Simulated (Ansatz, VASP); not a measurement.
# Two plane-wave programs on TaIn4

```
Ta In
1.0
    -3.28391    3.28391    3.28391
     3.28391   -3.28391    3.28391
     3.28391    3.28391   -3.28391
Ta In
1 4
Direct
  0.00000 0.00000 0.00000
  0.00000 0.50000 0.00000
  0.50000 0.00000 0.00000
  0.00000 0.00000 0.50000
  0.50000 0.50000 0.50000
```

Alike in both runs: functional PBE; k mesh 4 × 4 × 4; occupations gaussian, width 0.2 eV; no spin polarisation.

Ansatz relaxed the structure, and its values are those at the end. VASP's run is a single point on that final structure, the one shown.

|  | VASP | Ansatz |
| --- | --- | --- |
| version | VASP 6.6.1 | Ansatz 0.2.0 |
| potentials or method | VASP PAW PBE potentials, release 64 (Ta_pv, In_d) | scalar-relativistic, plane waves, PAW |
| plane-wave cutoff (eV) | 520 | 420 |
| valence electrons in the cell | 63 | 65 |

|  | VASP | Ansatz | Ansatz less VASP |
| --- | --- | --- | --- |
| gap on the k mesh at the Fermi level (eV) | none | none | - |
| pressure (GPa) | -0.2 | -0.1 | +0.03 |

A gap of «none» marks a metal or a gap that the smearing closes. With one functional, cell and mesh, what is left measures potentials, basis and numerics. The two sets of potentials don't hold the same shells in valence.

The runs have no spin-orbit coupling, so splittings on Ta are missing.
